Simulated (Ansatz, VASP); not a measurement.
# Cross-check of InSe2 between VASP and Ansatz

Aim: how closely do two programs agree when they are given the same cell, functional and k mesh? Other levels of theory on this material are compared in a session of their own.

Calculated with Ansatz 0.2.0; plane waves, with VASP 6.6.1 beside it; single point at RPBE.

## (1) The structure

The cell holds 6 atoms: 4 Se and 2 In. Cell: a = 3.895 Å, b = 3.895 Å, c = 21.801 Å, α = 90.0°, β = 90.0°, γ = 90.0°. It derives from InSe2. As first built, before any earlier steps moved the atoms (in the runner's words): kind sheets cut from a layered crystal; sheets 3. Vacuum lies along c.

## (2) VASP: single point, RPBE

With cell and atoms fixed, the geometry can't cause a difference; cores, projectors, grids and the points listed under the comparison can.

Lines of VASP's logs that name or quote its potential files are left out, and so is its time.

INCAR reads:

```
SYSTEM = InSe2
PREC = Normal
ENCUT = 350
EDIFF = 1E-06
NELM = 120
ISMEAR = 0
SIGMA = 0.05
LREAL = .FALSE.
ALGO = Normal
GGA = RP
NBANDS = 21
LORBIT = 11
LWAVE = .FALSE.
LCHARG = .FALSE.
KPAR = 4
IDIPOL = 3
LDIPOL = .TRUE.
DIPOL = 0.5 0.5 0.509
LVHAR = .TRUE.
LVACPOTAV = .TRUE.
```

POSCAR reads:

```
InSe2
1.0
    3.8948930000      0.0000000000      0.0000000000
    0.0000000000      3.8948930000      0.0000000000
    0.0000000000      0.0000000000     21.8006241621
Se In
4 2
Direct
    0.5000000000      0.5000000000      0.6559731530
    0.0000000000      0.0000000000      0.6559731530
    0.5000000000      0.0000000000      0.4942694660
    0.0000000000      0.5000000000      0.3761192530
    0.0000000000      0.5000000000      0.5263618710
    0.5000000000      0.0000000000      0.3440268470
```

KPOINTS reads:

```
Automatic mesh
0
Gamma
7 7 1
0 0 0
```

PAW data sets: Se and In (PBE family, release 64).

On the command line:

```
> mpirun -np 4 vasp_std
```

Numbers of over 12 decimals in the logs are rounded to 6 here.

What it wrote:

```text
[banner, memory and clock lines left out]
running    4 mpi-ranks, on    1 nodes
 distrk:  each k-point on    1 cores,    4 groups
 distr:  one band on    1 cores,    1 groups

 POSCAR found type information on POSCAR SeIn
 POSCAR found :  2 types and       6 ions
|                                                                             |
|               ----> ADVICE to this user running VASP <----                  |
|                                                                             |
|     You enforced a specific xc type in the INCAR file but a different       |
|     [... a line on the potential file left out ...]
|     I HOPE YOU KNOW WHAT YOU ARE DOING!                                     |
|                                                                             |

 LDA part: xc-table for (Slater+PW92), standard interpolation
 POSCAR, INCAR and KPOINTS ok, starting setup
 FFT: planning ... GRIDC
 FFT: planning ... GRID_SOFT
 FFT: planning ... GRID
 WAVECAR not read
 entering main loop
       N       E                     dE             d eps       ncg     rms          rms(c)
DAV:   1     0.178058684496E+03    0.17806E+03   -0.80511E+03   428   0.770E+02
DAV:   2     0.455657643442E+01   -0.17350E+03   -0.16813E+03   628   0.162E+02
DAV:   3    -0.179214206622E+02   -0.22478E+02   -0.22178E+02   508   0.657E+01
DAV:   4    -0.185987380234E+02   -0.67732E+00   -0.67070E+00   548   0.132E+01
DAV:   5    -0.186140182079E+02   -0.15280E-01   -0.15248E-01   519   0.184E+00    0.733E+00
DAV:   6    -0.183780133749E+02    0.23600E+00   -0.54177E+00   509   0.601E+00    0.488E+00
DAV:   7    -0.192957886586E+02   -0.91778E+00   -0.26701E+01   592   0.125E+01    0.479E+00
DAV:   8    -0.180619119575E+02    0.12339E+01   -0.23641E+00   503   0.607E+00    0.152E+00
DAV:   9    -0.179470583063E+02    0.11485E+00   -0.34062E-01   544   0.269E+00    0.845E-01
DAV:  10    -0.179252267925E+02    0.21832E-01   -0.55308E-01   539   0.191E+00    0.655E-01
DAV:  11    -0.179236857442E+02    0.15410E-02   -0.54883E-01   505   0.147E+00    0.579E-01
DAV:  12    -0.179066315966E+02    0.17054E-01   -0.93034E-03   505   0.497E-01    0.358E-01
DAV:  13    -0.179136779574E+02   -0.70464E-02   -0.22348E-01   539   0.608E-01    0.557E-01
DAV:  14    -0.179007692412E+02    0.12909E-01   -0.44320E-03   500   0.379E-01    0.196E-01
[...]
DAV:  23    -0.178987929316E+02   -0.24891E-04   -0.25287E-06   440   0.571E-03    0.717E-03
DAV:  24    -0.178988168942E+02   -0.23963E-04   -0.22859E-06   428   0.423E-03    0.537E-03
DAV:  25    -0.178988234889E+02   -0.65947E-05   -0.66946E-06   396   0.489E-03    0.363E-03
DAV:  26    -0.178988303866E+02   -0.68977E-05   -0.15983E-06   368   0.291E-03    0.378E-04
DAV:  27    -0.178988335489E+02   -0.31623E-05   -0.18904E-07   365   0.119E-03    0.611E-04
DAV:  28    -0.178988350771E+02   -0.15282E-05   -0.49540E-08   310   0.721E-04    0.228E-04
DAV:  29    -0.178988365487E+02   -0.14715E-05   -0.59028E-08   326   0.673E-04    0.417E-04
DAV:  30    -0.178988368219E+02   -0.27321E-06   -0.19546E-08   325   0.400E-04
|                                                                             |
|           W    W    AA    RRRRR   N    N  II  N    N   GGGG   !!!           |
|           W    W   A  A   R    R  NN   N  II  NN   N  G    G  !!!           |
|           W    W  A    A  R    R  N N  N  II  N N  N  G       !!!           |
|           W WW W  AAAAAA  RRRRR   N  N N  II  N  N N  G  GGG   !            |
|           WW  WW  A    A  R   R   N   NN  II  N   NN  G    G                |
|           W    W  A    A  R    R  N    N  II  N    N   GGGG   !!!           |
|                                                                             |
|     Did not find any points to average over, which means that no vacuum     |
|     field-free region was found. Please increase the size of  your cell     |
|     in the dimension of the dipole correction to obtain accurate            |
|     workfunction values.                                                    |
|                                                                             |

   1 F= -.17898837E+02 E0= -.17893202E+02  d E =-.112702E-01
```

Parts of OUTCAR (step 2):

```text
ion  position               nearest neighbor table
   1  0.500  0.500  0.656-   2 2.75   2 2.75   2 2.75   2 2.75
   2  0.000  0.000  0.656-   1 2.75   1 2.75   1 2.75   1 2.75
   3  0.500  0.000  0.494-   5 2.84   5 2.84   5 2.84   5 2.84   6 3.28
   4  0.000  0.500  0.376-   6 2.84   6 2.84   6 2.84   6 2.84   5 3.28
   5  0.000  0.500  0.526-   3 2.84   3 2.84   3 2.84   3 2.84   4 3.28
   6  0.500  0.000  0.344-   4 2.84   4 2.84   4 2.84   4 2.84   3 3.28

  LATTYP: Found a simple tetragonal cell.
 ALAT       =     3.8948930000
 C/A-ratio  =     5.5972331363

 Subroutine GETGRP returns: Found  8 space group operations
 (whereof  4 operations were pure point group operations)

The static configuration has the point symmetry C_2v.
 The point group associated with its full space group is C_4v.

 Found     10 irreducible k-points:

   k-points           NKPTS =     10   k-points in BZ     NKDIM =     10   number of bands    NBANDS=     21

   dimension x,y,z NGX =    18 NGY =   18 NGZ =  100
   dimension x,y,z NGXF=    36 NGYF=   36 NGZF=  200

   ENCUT  =  350.0 eV  25.72 Ry    5.07 a.u.   5.94  5.94 33.26*2*pi/ulx,y,z

   NELECT =      30.0000    total number of electrons

 k-points in reciprocal lattice and weights: Automatic mesh
   0.00000000  0.00000000  0.00000000       0.020
   0.14285714  0.00000000  0.00000000       0.082
   0.28571429  0.00000000  0.00000000       0.082
   0.42857143  0.00000000  0.00000000       0.082
   0.14285714  0.14285714  0.00000000       0.082
   0.28571429  0.14285714  0.00000000       0.163
   0.42857143  0.14285714  0.00000000       0.163
   0.28571429  0.28571429  0.00000000       0.082
   0.42857143  0.28571429  0.00000000       0.163
   0.42857143  0.42857143  0.00000000       0.082

 dipolmoment           0.000000      0.000000      0.163758 electrons x Angstroem

 average (electrostatic) potential at core
       1 -59.4521       2 -59.4521       3 -58.8937       4 -59.0914       5 -43.5972
       6 -43.5805

 E-fermi :  -0.4759

 k-point     1 :       0.0000    0.0000    0.0000
  band No.  band energies     occupation
    ...
     10      -3.0903      2.00000
     11      -3.0903      2.00000
     12      -2.4248      2.00000
     13      -2.3528      2.00000
     14      -2.3528      2.00000
     15      -0.0449      0.00000
     16       0.0156      0.00000
     17       0.9055      0.00000
     18       2.4503      0.00000
     19       2.4503      0.00000
    ...

 k-point     2 :       0.1429    0.0000    0.0000
  band No.  band energies     occupation
    ...
     10      -3.5245      2.00000
     11      -2.9177      2.00000
     12      -2.4632      2.00000
     13      -2.2052      2.00000
     14      -0.9166      2.00000
     15      -0.2571      0.00000
     16       0.0929      0.00000
     17       1.0934      0.00000
     18       1.6133      0.00000
     19       1.7541      0.00000
    ...

 k-point     3 :       0.2857    0.0000    0.0000
  band No.  band energies     occupation
    ...
     10      -3.2903      2.00000
     11      -2.4533      2.00000
     12      -2.1242      2.00000
     13      -1.8524      2.00000
     14      -1.0924      2.00000
     15      -0.2661      0.00000
     16       0.0237      0.00000
     17       0.2387      0.00000
     18       0.5812      0.00000
     19       1.8302      0.00000
    ...

  Total        1.2003080      1.2003080      0.2907073      0.0000000      0.0000000      0.0000000
  in kB        5.8149142      5.8149142      1.4083367      0.0000000      0.0000000      0.0000000
  external PRESSURE =       4.3460550 kB  Pullay stress =       0.0000000 kB

  energy-cutoff  :      350.00
  volume of cell :      330.72
      direct lattice vectors                 reciprocal lattice vectors
     3.894893000  0.000000000  0.000000000     0.256746463  0.000000000  0.000000000
     0.000000000  3.894893000  0.000000000     0.000000000  0.256746463  0.000000000
     0.000000000  0.000000000 21.800624162     0.000000000  0.000000000  0.045870246

 POSITION                                       TOTAL-FORCE (eV/Angst)
 -----------------------------------------------------------------------------------
      1.94745      1.94745     14.30062         0.000000      0.000000      0.034145
      0.00000      0.00000     14.30062         0.000000      0.000000      0.034145
      1.94745      0.00000     10.77538         0.000000      0.000000     -0.213880
      0.00000      1.94745      8.19963         0.000000      0.000000     -0.593232
      0.00000      1.94745     11.47502         0.000000      0.000000      0.239327
      1.94745      0.00000      7.50000         0.000000      0.000000      0.499494
 -----------------------------------------------------------------------------------
    total drift:                                0.000000      0.000000      0.000342

  FREE ENERGIE OF THE ION-ELECTRON SYSTEM (eV)
  ---------------------------------------------------
  free  energy   TOTEN  =       -17.8988368219 eV

  energy  without entropy=      -17.8875665869  energy(sigma->0) =      -17.89320170

 vacuum level on the upper side and lower side of the slab         4.843         2.889

 total charge
# of ion       s       p       d       tot
------------------------------------------
    1        1.519   2.106   0.041   3.666
    2        1.519   2.106   0.041   3.666
    3        1.477   2.302   0.023   3.802
    4        1.481   2.293   0.023   3.798
    5        1.236   0.821   0.170   2.228
    6        1.327   0.806   0.144   2.277
--------------------------------------------------
tot          8.560  10.434   0.442  19.436

[... 3 further parts left out ...]
```

[end of part 1 of 2]

[Lines on the potential files, build, host, timing and source positions are cut from VASP's logs without a mark.]

[Logs are printed without paths, hosts, clocks, repeated set-up lines and the standing remarks that a program may print on its own settings, such as how far it seeks lower states.]

[Hosts, paths, dates, database ids (printed as entryN), source tags and the programs' standing remarks are cut or masked in the printed files.]
